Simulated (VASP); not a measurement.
A snapshot from molecular dynamics of Li, step 161; the first frame, the perfect lattice, has an electronic free energy F (no ionic kinetic energy) of -1.976 eV/atom. The Γ point alone samples so small a cell crudely.

Input:

```xyz
54
Lattice="10.4700 0.0000 0.0000 0.0000 10.4700 0.0000 0.0000 0.0000 10.4700" Properties=species:S:1:pos:R:3 pbc="T T T"
Li     0.3030    10.4232     0.0555
Li     3.5923     9.9550    10.2975
Li     7.1134     0.1019     0.0455
Li     0.0247     3.2949    10.3777
Li    10.3044    10.3965     3.7548
Li     1.5960     1.4102     1.9674
Li     3.3975     3.0788     0.1193
Li     3.8374     0.1522     3.4010
Li     5.4490     1.6477     1.5477
Li     7.0209     3.2547    10.3385
Li     6.9403     0.0816     3.5805
Li     8.8217     1.6465     1.7160
Li     0.2011     6.9127    10.3834
Li    10.3081     3.9899     3.2104
Li     1.8588     5.3210     1.8559
Li     3.5750     6.9212    10.2231
Li    10.2847    10.3841     7.1855
Li     1.6322     1.9963     5.0748
Li     3.3583     3.3696     3.2812
Li     4.8254     5.1988     1.7688
Li     6.8464     6.5345    10.4633
Li     3.4480     0.1215     6.8343
Li     5.2387     2.0765     5.3759
Li     7.0681     3.7441     3.2225
Li     8.8729     5.3171     1.6058
Li     6.7092    10.4279     6.8576
Li     8.7732     2.1965     5.1625
Li     0.2274     7.0346     3.6796
Li     2.0345     8.6662     1.7416
Li     0.0643     3.8073     6.8026
Li     1.6580     5.2348     5.3624
Li     3.2484     7.0682     3.6714
Li     5.5684     8.8205     1.5907
Li     1.5372     1.7642     8.5097
Li     3.5803     3.3060     7.1119
Li     4.8017     5.3221     5.2463
Li     6.7320     7.0444     3.6099
Li     8.8268     8.5365     1.9410
Li     5.2579     1.4909     8.7194
Li     7.0098     3.5037     6.8058
Li     8.6397     5.5031     5.3659
Li     8.5276     1.6582     8.4668
Li     0.0903     7.3981     7.1007
Li     1.6838     8.8996     5.3618
Li     1.7901     5.0156     8.7279
Li     3.6989     7.1514     7.2397
Li     4.9589     8.9739     5.1381
Li     5.2752     4.9539     8.7073
Li     6.9481     6.8790     7.3398
Li     8.5671     8.6095     5.3676
Li     8.6231     5.0636     8.7494
Li     1.7776     8.9220     8.7106
Li     5.6290     8.7233     8.6982
Li     8.8281     8.6194     8.9222
```

Computed with PBE GGA, VASP's PBE PAW potentials (set 64) (plane waves; VASP). Run with PREC = Normal, LREAL = Auto, ISYM = 0, EDIFF = 1E-5, 400 eV cut-off, 1×1×1 Γ-centred mesh, Fermi-Dirac smearing of 0.026 eV, potentials Li.

**Question.** Give F per atom of this frame and the forces (eV/Å).

**Answer.** -1.939 eV/atom.
| atom | Fx | Fy | Fz |
|---|---|---|---|
| Li1 | -0.36 | -0.05 | -0.04 |
| Li2 | 0.13 | 0.55 | 0.12 |
| Li3 | 0.25 | -0.20 | -0.10 |
| Li4 | -0.08 | 0.07 | 0.15 |
| Li5 | 0.00 | 0.00 | -0.04 |
| Li6 | 0.08 | 0.20 | -0.06 |
| Li7 | -0.09 | 0.04 | -0.09 |
| Li8 | -0.30 | 0.06 | -0.05 |
| Li9 | -0.18 | 0.09 | 0.23 |
| Li10 | 0.03 | 0.20 | 0.17 |
| Li11 | 0.19 | 0.08 | 0.04 |
| Li12 | 0.03 | 0.07 | 0.10 |
| Li13 | 0.03 | 0.01 | 0.09 |
| Li14 | 0.23 | -0.48 | 0.36 |
| Li15 | -0.10 | -0.01 | -0.25 |
| Li16 | -0.01 | 0.00 | 0.15 |
| Li17 | -0.04 | 0.16 | -0.33 |
| Li18 | 0.00 | -0.15 | 0.12 |
| Li19 | 0.10 | 0.00 | 0.22 |
| Li20 | 0.27 | 0.08 | -0.07 |
| Li21 | 0.05 | 0.27 | 0.14 |
| Li22 | -0.07 | 0.06 | 0.10 |
| Li23 | 0.03 | -0.23 | -0.43 |
| Li24 | -0.18 | -0.07 | 0.10 |
| Li25 | -0.21 | 0.22 | -0.18 |
| Li26 | 0.32 | 0.10 | -0.17 |
| Li27 | 0.07 | -0.30 | -0.13 |
| Li28 | -0.26 | 0.02 | -0.08 |
| Li29 | -0.19 | -0.02 | 0.09 |
| Li30 | -0.29 | -0.25 | 0.24 |
| Li31 | 0.30 | 0.15 | -0.11 |
| Li32 | 0.23 | 0.05 | -0.10 |
| Li33 | -0.18 | -0.22 | 0.11 |
| Li34 | 0.11 | -0.09 | 0.03 |
| Li35 | -0.22 | 0.13 | -0.02 |
| Li36 | 0.27 | -0.14 | 0.04 |
| Li37 | 0.02 | -0.09 | -0.05 |
| Li38 | -0.04 | 0.06 | -0.14 |
| Li39 | -0.07 | 0.15 | 0.04 |
| Li40 | -0.08 | 0.19 | 0.17 |
| Li41 | 0.08 | -0.01 | -0.14 |
| Li42 | 0.17 | 0.08 | 0.12 |
| Li43 | -0.02 | -0.54 | -0.07 |
| Li44 | 0.13 | 0.03 | -0.09 |
| Li45 | 0.11 | 0.17 | 0.02 |
| Li46 | -0.19 | -0.01 | -0.16 |
| Li47 | 0.24 | -0.37 | 0.11 |
| Li48 | -0.13 | -0.09 | 0.06 |
| Li49 | 0.02 | -0.06 | -0.41 |
| Li50 | -0.06 | 0.07 | 0.02 |
| Li51 | 0.29 | 0.07 | -0.05 |
| Li52 | 0.03 | -0.15 | -0.10 |
| Li53 | -0.21 | 0.03 | 0.22 |
| Li54 | -0.22 | 0.06 | 0.14 |

The cell is a supercell, built from Li (bcc). Its lattice is the typed one, not relaxed at this level.
